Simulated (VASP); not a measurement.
All values below come from PBEsol GGA, VASP's PBE PAW potentials (set 64) (plane waves; VASP).

VASP ran on this input.

File POSCAR:
```
HfN(110) slab
1.0
  3.1752307449   0.0000000000   0.0000000000
  0.0000000000   4.4904538928   0.0000000000
  0.0000000000   0.0000000000  24.4276400005
Hf N
6 6
Cart
  0.0000000000   0.0000000000   8.2447926253
  1.5876153724   2.2452269464   9.8323938042
  0.0000000000   0.0000000000  11.4200194108
  1.5876153724   2.2452269464  13.0076205897
  0.0000000000   0.0000000000  14.5952461963
  1.5876153724   2.2452269464  16.1828473752
  1.5876153724   0.0000000000   9.8323938042
  0.0000000000   2.2452269464   8.2447926253
  1.5876153724   0.0000000000  13.0076205897
  0.0000000000   2.2452269464  11.4200194108
  1.5876153724   0.0000000000  16.1828473752
  0.0000000000   2.2452269464  14.5952461963
```

INCAR:
```
SYSTEM = HfN(110) slab
PREC = Normal
ENCUT = 450
EDIFF = 1E-5
NELM = 100
ALGO = Normal
LREAL = .FALSE.
LASPH = .TRUE.
ISMEAR = 1
SIGMA = 0.1
GGA = PS
LMAXMIX = 6
LWAVE = .TRUE.
LCHARG = .FALSE.
NELMIN = 4
LDIPOL = .TRUE.
IDIPOL = 3
DIPOL = 0.5 0.5 0.5
IBRION = 2
ISIF = 2
NSW = 50
EDIFFG = -0.03
```

**KPOINTS**
```
Automatic mesh
0
Gamma
9 6 1
0 0 0
```

POTCAR, in this order: Hf_pv N (PBE.64 set). Program: vasp_std.

What VASP printed:

### OUTCAR
```
 ion  position               nearest neighbor table
   1  0.000  0.000  0.338-   7 2.25   7 2.25   8 2.25   8 2.25   2 3.18   2 3.18   2 3.18   2 3.18
                             3 3.18
   2  0.500  0.500  0.403-   8 2.25   8 2.25   7 2.25   7 2.25  10 2.25  10 2.25   1 3.18   1 3.18
                             1 3.18   1 3.18   4 3.18   3 3.18   3 3.18   3 3.18   3 3.18
   3  0.000  0.000  0.468-   9 2.25   9 2.25  10 2.25  10 2.25   7 2.25   7 2.25   4 3.18   4 3.18
                             4 3.18   4 3.18   1 3.18   5 3.18   2 3.18   2 3.18   2 3.18   2 3.18
   4  0.500  0.500  0.532-  10 2.25  10 2.25   9 2.25   9 2.25  12 2.25  12 2.25   3 3.18   3 3.18
                             3 3.18   3 3.18   6 3.18   2 3.18   5 3.18   5 3.18   5 3.18   5 3.18
   5  0.000  0.000  0.597-  11 2.25  11 2.25  12 2.25  12 2.25   9 2.25   9 2.25   6 3.18   6 3.18
                             6 3.18   6 3.18   3 3.18   4 3.18   4 3.18   4 3.18   4 3.18
   6  0.500  0.500  0.662-  12 2.25  12 2.25  11 2.25  11 2.25   5 3.18   5 3.18   5 3.18   5 3.18
                             4 3.18
   7  0.500  0.000  0.403-   1 2.25   1 2.25   2 2.25   2 2.25   3 2.25   3 2.25
   8  0.000  0.500  0.338-   2 2.25   2 2.25   1 2.25   1 2.25
   9  0.500  0.000  0.532-   3 2.25   3 2.25   4 2.25   4 2.25   5 2.25   5 2.25
  10  0.000  0.500  0.468-   4 2.25   4 2.25   3 2.25   3 2.25   2 2.25   2 2.25
  11  0.500  0.000  0.662-   5 2.25   5 2.25   6 2.25   6 2.25
  12  0.000  0.500  0.597-   6 2.25   6 2.25   5 2.25   5 2.25   4 2.25   4 2.25
  LATTYP: Found a simple orthorhombic cell.
 ALAT       =     3.1752307449
 B/A-ratio  =     1.4142134080
 C/A-ratio  =     7.6931857755
 Subroutine PRICEL returns:
 Original cell was already a primitive cell.
 Subroutine GETGRP returns: Found  8 space group operations
The static configuration has the point symmetry C_2v.
 The point group associated with its full space group is D_2h.
The dynamic configuration has the point symmetry C_2v.
 Subroutine INISYM returns: Found  8 space group operations
 Subroutine IBZKPT returns following result:
 Found     20 irreducible k-points:

 Following reciprocal coordinates:
            Coordinates               Weight
  0.000000  0.000000  0.000000      1.000000
  0.111111  0.000000  0.000000      2.000000
  0.222222  0.000000  0.000000      2.000000
  0.333333  0.000000  0.000000      2.000000
  0.444444  0.000000  0.000000      2.000000
  0.000000  0.166667  0.000000      2.000000
  0.111111  0.166667  0.000000      4.000000
  0.222222  0.166667  0.000000      4.000000
  0.333333  0.166667  0.000000      4.000000
  0.444444  0.166667  0.000000      4.000000
  0.000000  0.333333  0.000000      2.000000
  0.111111  0.333333  0.000000      4.000000
  0.222222  0.333333  0.000000      4.000000
  0.333333  0.333333  0.000000      4.000000
  0.444444  0.333333  0.000000      4.000000
  0.000000  0.500000  0.000000      1.000000
  0.111111  0.500000  0.000000      2.000000
  0.222222  0.500000  0.000000      2.000000
  0.333333  0.500000  0.000000      2.000000
  0.444444  0.500000  0.000000      2.000000
   k-points           NKPTS =     20   k-points in BZ     NKDIM =     20   number of bands    NBANDS=     54
   number of dos      NEDOS =    301   number of ions     NIONS =     12
   total plane-waves  NPLWV =  49152
   dimension x,y,z NGX =    16 NGY =   24 NGZ =  128
   dimension x,y,z NGXF=    32 NGYF=   48 NGZF=  256
   ions per type =               6   6
   PREC   = normal    normal or accurate (medium, high low for compatibility)
   ISTART =      0    job   : 0-new  1-cont  2-samecut
   ICHARG =      2    charge: 1-file 2-atom 10-const
   ISPIN  =      1    spin polarized calculation?
   LNONCOLLINEAR =      F non collinear calculations
   LSORBIT =      F    spin-orbit coupling
   INIWAV =      1    electr: 0-lowe 1-rand  2-diag
   ENCUT  =  450.0 eV  33.07 Ry    5.75 a.u.   5.49  7.77 42.25*2*pi/ulx,y,z
   NELM   =    100;   NELMIN=  4; NELMDL= -5     # of ELM steps
   EDIFF  = 0.1E-04   stopping-criterion for ELM
   LREAL  =      F    real-space projection
   NLSPLINE    = F    spline interpolate recip. space projectors
   LMAXMIX     =    6 max onsite mixed and CHGCAR
   VOSKOWN=      0    Vosko Wilk Nusair interpolation
...
```

**OSZICAR**
```
...
DAV:  17    -0.132288792851E+03   -0.80627E-03   -0.62053E-04  2500   0.944E-02    0.169E-01
DAV:  18    -0.132289118444E+03   -0.32559E-03   -0.45790E-04  2740   0.105E-01    0.544E-02
DAV:  19    -0.132289415394E+03   -0.29695E-03   -0.12508E-04  2550   0.401E-02    0.761E-02
DAV:  20    -0.132289545090E+03   -0.12970E-03   -0.69012E-05  1966   0.330E-02    0.261E-02
DAV:  21    -0.132289577226E+03   -0.32136E-04   -0.13540E-05  1686   0.141E-02    0.864E-03
DAV:  22    -0.132289599995E+03   -0.22769E-04   -0.14869E-05  1666   0.119E-02    0.139E-02
DAV:  23    -0.132289630539E+03   -0.30545E-04   -0.44856E-06  1584   0.750E-03    0.125E-02
DAV:  24    -0.132289663831E+03   -0.33292E-04   -0.35781E-06  1552   0.574E-03    0.658E-03
DAV:  25    -0.132289689682E+03   -0.25851E-04   -0.30254E-06  1554   0.604E-03    0.221E-03
DAV:  26    -0.132289701839E+03   -0.12157E-04   -0.70875E-07  1326   0.326E-03    0.480E-03
DAV:  27    -0.132289714361E+03   -0.12522E-04   -0.57677E-07  1390   0.185E-03    0.272E-03
DAV:  28    -0.132289720798E+03   -0.64377E-05   -0.19812E-07  1308   0.146E-03
   1 F= -.13228972E+03 E0= -.13228937E+03  d E =-.132290E+03
       N       E                     dE             d eps       ncg     rms          rms(c)
DAV:   1    -0.132162768632E+03    0.12695E+00   -0.13343E+02  2160   0.542E+01    0.139E+01
DAV:   2    -0.132701887770E+03   -0.53912E+00   -0.58569E+00  2538   0.107E+01    0.545E+00
DAV:   3    -0.132680810863E+03    0.21077E-01   -0.42610E-01  2652   0.269E+00    0.380E+00
DAV:   4    -0.132692950037E+03   -0.12139E-01   -0.35135E-01  2634   0.241E+00    0.172E+00
DAV:   5    -0.132671938107E+03    0.21012E-01   -0.19327E-01  2686   0.196E+00    0.468E-01
DAV:   6    -0.132671374552E+03    0.56355E-03   -0.21782E-02  2556   0.675E-01    0.283E-01
DAV:   7    -0.132671281922E+03    0.92631E-04   -0.18186E-03  2530   0.202E-01    0.150E-01
DAV:   8    -0.132671233982E+03    0.47939E-04   -0.46946E-04  2780   0.104E-01    0.417E-02
DAV:   9    -0.132671232078E+03    0.19042E-05   -0.11983E-04  2704   0.489E-02    0.358E-02
DAV:  10    -0.132671234324E+03   -0.22464E-05   -0.21700E-05  1784   0.197E-02
   2 F= -.13267123E+03 E0= -.13267056E+03  d E =-.381514E+00
       N       E                     dE             d eps       ncg     rms          rms(c)
DAV:   1    -0.132668515729E+03    0.27163E-02   -0.28058E+00  2160   0.790E+00    0.224E+00
DAV:   2    -0.132678518429E+03   -0.10003E-01   -0.11343E-01  2548   0.151E+00    0.860E-01
DAV:   3    -0.132678234382E+03    0.28405E-03   -0.11184E-02  2668   0.415E-01    0.583E-01
DAV:   4    -0.132678519069E+03   -0.28469E-03   -0.99148E-03  2644   0.418E-01    0.269E-01
DAV:   5    -0.132677933970E+03    0.58510E-03   -0.41661E-03  2686   0.299E-01    0.612E-02
DAV:   6    -0.132677947262E+03   -0.13292E-04   -0.32541E-04  2538   0.849E-02    0.359E-02
DAV:   7    -0.132677942892E+03    0.43699E-05   -0.39882E-05  1952   0.292E-02
   3 F= -.13267794E+03 E0= -.13267716E+03  d E =-.388222E+00
       N       E                     dE             d eps       ncg     rms          rms(c)
DAV:   1    -0.132677590779E+03    0.35648E-03   -0.70607E-02  2184   0.125E+00    0.360E-01
DAV:   2    -0.132677840508E+03   -0.24973E-03   -0.28539E-03  2556   0.241E-01    0.139E-01
DAV:   3    -0.132677833404E+03    0.71045E-05   -0.25728E-04  2646   0.629E-02    0.907E-02
DAV:   4    -0.132677843586E+03   -0.10182E-04   -0.23750E-04  2292   0.652E-02    0.439E-02
DAV:   5    -0.132677828290E+03    0.15296E-04   -0.11035E-04  2068   0.477E-02    0.995E-03
DAV:   6    -0.132677828876E+03   -0.58630E-06   -0.73846E-06  1374   0.134E-02
   4 F= -.13267783E+03 E0= -.13267705E+03  d E =-.388108E+00
       N       E                     dE             d eps       ncg     rms          rms(c)
DAV:   1    -0.132677566934E+03    0.26136E-03   -0.10588E+00  2160   0.492E+00    0.123E+00
DAV:   2    -0.132681372908E+03   -0.38060E-02   -0.43587E-02  2296   0.934E-01    0.529E-01
DAV:   3    -0.132681363291E+03    0.96162E-05   -0.25226E-03  2704   0.236E-01    0.257E-01
DAV:   4    -0.132681466454E+03   -0.10316E-03   -0.21912E-03  2638   0.182E-01    0.200E-01
DAV:   5    -0.132681322118E+03    0.14434E-03   -0.91247E-04  2350   0.133E-01    0.370E-02
DAV:   6    -0.132681324963E+03   -0.28458E-05   -0.64914E-05  2486   0.400E-02
   5 F= -.13268132E+03 E0= -.13268059E+03  d E =-.349609E-02
       N       E                     dE             d eps       ncg     rms          rms(c)
DAV:   1    -0.132681004395E+03    0.31772E-03   -0.22382E-01  2160   0.226E+00    0.562E-01
DAV:   2    -0.132681812022E+03   -0.80763E-03   -0.92720E-03  2320   0.431E-01    0.241E-01
DAV:   3    -0.132681812498E+03   -0.47620E-06   -0.52263E-04  2712   0.107E-01    0.119E-01
DAV:   4    -0.132681834407E+03   -0.21909E-04   -0.43085E-04  2524   0.810E-02    0.885E-02
DAV:   5    -0.132681806059E+03    0.28348E-04   -0.18813E-04  2094   0.605E-02    0.158E-02
DAV:   6    -0.132681806697E+03   -0.63780E-06   -0.12415E-05  1498   0.188E-02
   6 F= -.13268181E+03 E0= -.13268111E+03  d E =-.397782E-02
       N       E                     dE             d eps       ncg     rms          rms(c)
DAV:   1    -0.132682151052E+03   -0.34499E-03   -0.44759E-01  2160   0.316E+00    0.497E-01
DAV:   2    -0.132683266531E+03   -0.11155E-02   -0.13291E-02  2476   0.526E-01    0.280E-01
DAV:   3    -0.132683228994E+03    0.37538E-04   -0.89243E-04  2628   0.119E-01    0.191E-01
DAV:   4    -0.132683280241E+03   -0.51247E-04   -0.73592E-04  2316   0.121E-01    0.860E-02
DAV:   5    -0.132683213638E+03    0.66603E-04   -0.55300E-04  2326   0.102E-01    0.207E-02
DAV:   6    -0.132683212373E+03    0.12646E-05   -0.30512E-05  1738   0.284E-02
   7 F= -.13268321E+03 E0= -.13268244E+03  d E =-.140568E-02
       N       E                     dE             d eps       ncg     rms          rms(c)
DAV:   1    -0.132682460058E+03    0.75358E-03   -0.56317E-01  2160   0.354E+00    0.560E-01
DAV:   2    -0.132683858515E+03   -0.13985E-02   -0.16747E-02  2464   0.591E-01    0.314E-01
DAV:   3    -0.132683813316E+03    0.45199E-04   -0.11943E-03  2634   0.137E-01    0.216E-01
DAV:   4    -0.132683879377E+03   -0.66060E-04   -0.10049E-03  2364   0.141E-01    0.997E-02
DAV:   5    -0.132683791144E+03    0.88233E-04   -0.71549E-04  2318   0.116E-01    0.221E-02
DAV:   6    -0.132683790092E+03    0.10522E-05   -0.38473E-05  1842   0.319E-02
   8 F= -.13268379E+03 E0= -.13268293E+03  d E =-.198339E-02
       N       E                     dE             d eps       ncg     rms          rms(c)
DAV:   1    -0.132683527163E+03    0.26398E-03   -0.63649E-01  2160   0.368E+00    0.504E-01
DAV:   2    -0.132684750214E+03   -0.12231E-02   -0.14641E-02  2334   0.525E-01    0.327E-01
DAV:   3    -0.132684712446E+03    0.37769E-04   -0.59332E-04  2824   0.105E-01    0.195E-01
DAV:   4    -0.132684725134E+03   -0.12688E-04   -0.41913E-04  2384   0.913E-02    0.797E-02
DAV:   5    -0.132684698612E+03    0.26521E-04   -0.43670E-04  2270   0.885E-02    0.344E-02
DAV:   6    -0.132684693035E+03    0.55774E-05   -0.30492E-05  1728   0.278E-02
   9 F= -.13268469E+03 E0= -.13268381E+03  d E =-.902943E-03
       N       E                     dE             d eps       ncg     rms          rms(c)
DAV:   1    -0.132684558158E+03    0.14045E-03   -0.12325E-01  2160   0.162E+00    0.222E-01
DAV:   2    -0.132684792166E+03   -0.23401E-03   -0.28685E-03  2340   0.233E-01    0.145E-01
DAV:   3    -0.132684787345E+03    0.48208E-05   -0.14765E-04  2778   0.518E-02    0.859E-02
DAV:   4    -0.132684796372E+03   -0.90263E-05   -0.15409E-04  2130   0.537E-02    0.482E-02
DAV:   5    -0.132684784056E+03    0.12316E-04   -0.11812E-04  2214   0.466E-02    0.106E-02
DAV:   6    -0.132684784078E+03   -0.22048E-07   -0.51785E-06  1354   0.119E-02
  10 F= -.13268478E+03 E0= -.13268390E+03  d E =-.993986E-03
```

### OUTCAR
```
------------------------ aborting loop because EDIFF is reached ----------------------------------------
  FORCE on cell =-STRESS in cart. coord.  units (eV):
  Direction    XX          YY          ZZ          XY          YZ          ZX
  --------------------------------------------------------------------------------------
  Total        1.0038217    -11.4728638     -0.8521841      0.0000000      0.0000000      0.0000000
  in kB        4.6176405    -52.7758672     -3.9200982      0.0000000      0.0000000      0.0000000
  external PRESSURE =     -17.3594416 kB  Pullay stress =       0.0000000 kB
  volume of cell :      348.29
      direct lattice vectors                 reciprocal lattice vectors
     3.175230745  0.000000000  0.000000000     0.314937742  0.000000000  0.000000000
     0.000000000  4.490453893  0.000000000     0.000000000  0.222694637  0.000000000
     0.000000000  0.000000000 24.427640000     0.000000000  0.000000000  0.040937233
 POSITION                                       TOTAL-FORCE (eV/Angst)
 -----------------------------------------------------------------------------------
      0.00000      0.00000      8.33813         0.000000      0.000000      0.025241
      1.58762      2.24523      9.75060         0.000000      0.000000      0.016049
      0.00000      0.00000     11.39281         0.000000      0.000000     -0.004672
      1.58762      2.24523     13.03483         0.000000      0.000000      0.004672
      0.00000      0.00000     14.67704         0.000000      0.000000     -0.016049
      1.58762      2.24523     16.08951         0.000000      0.000000     -0.025241
      1.58762      0.00000      9.80402         0.000000      0.000000     -0.014936
      0.00000      2.24523      8.31744         0.000000      0.000000     -0.008486
      1.58762      0.00000     13.00248         0.000000      0.000000      0.011820
      0.00000      2.24523     11.42516         0.000000      0.000000     -0.011820
      1.58762      0.00000     16.11020         0.000000      0.000000      0.008486
      0.00000      2.24523     14.62362         0.000000      0.000000      0.014936
 -----------------------------------------------------------------------------------
    total drift:                                0.000000      0.000000      0.000000
  FREE ENERGIE OF THE ION-ELECTRON SYSTEM (eV)
  ---------------------------------------------------
  free  energy   TOTEN  =      -132.6847840777 eV

  energy  without entropy=     -132.6821445501  energy(sigma->0) =     -132.68390424

 reached required accuracy - stopping structural energy minimisation
```
(Selected blocks of OUTCAR.)

### CONTCAR
```
HfN(110) slab
   1.00000000000000
     3.1752307448999999    0.0000000000000000    0.0000000000000000
     0.0000000000000000    4.4904538927999997    0.0000000000000000
     0.0000000000000000    0.0000000000000000   24.4276400004999985
  Hf              N
     6     6
Direct
     0.0000000000000000    0.0000000000000000    0.3413398194358785
     0.5000000000000000    0.5000000000000000    0.3991627622951645
     0.0000000000000000    0.0000000000000000    0.4663903123797138
     0.5000000000000000    0.5000000000000000    0.5336096876202862
     0.0000000000000000    0.0000000000000000    0.6008372377048355
     0.5000000000000000    0.5000000000000000    0.6586601805641216
     0.5000000000000000    0.0000000000000000    0.4013494778608300
     0.0000000000000000    0.5000000000000000    0.3404929902704713
     0.5000000000000000    0.0000000000000000    0.5322854780869481
     0.0000000000000000    0.5000000000000000    0.4677145219130522
     0.5000000000000000    0.0000000000000000    0.6595070097295286
     0.0000000000000000    0.5000000000000000    0.5986505221391699
```

At this cut-off the stress carries a Pulay error, which pulls relaxed volumes low.

The cell is a thin slab with vacuum, built from HfN (rock salt): (110) face.
